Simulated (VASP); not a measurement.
Consider the following.

```yaml
crystal:
  lattice:
    - [0.00000, 4.08293, 4.08293]
    - [4.08293, 0.00000, 4.08293]
    - [4.08293, 4.08293, 0.00000]
  atoms:
    - { symbol: Cs, position: [0.00000, 0.00000, 0.00000] }
    - { symbol: Br, position: [0.25000, 0.25000, 0.25000] }
```

These are r2SCAN meta-GGA, VASP's PBE PAW potentials (set 64) (plane waves; VASP) values and carry that method's errors. Settings: 400 eV cut-off, 5×5×5 Γ-centred mesh, Gaussian smearing of 0.050 eV, potentials Cs_sv Br.

Q: Predict the energy per atom (σ→0).

A: 
```json
{
 "energy per atom (σ→0)": "-21.027 eV/atom"
}
```

The absolute energy has meaning only against runs of the same code, potentials and settings.

The structure was generated: CsBr was put into the zinc blende type (F-43m), which need not be its known phase. It was relaxed first, which changed the volume by -8 %. The start is the result of an earlier pass.
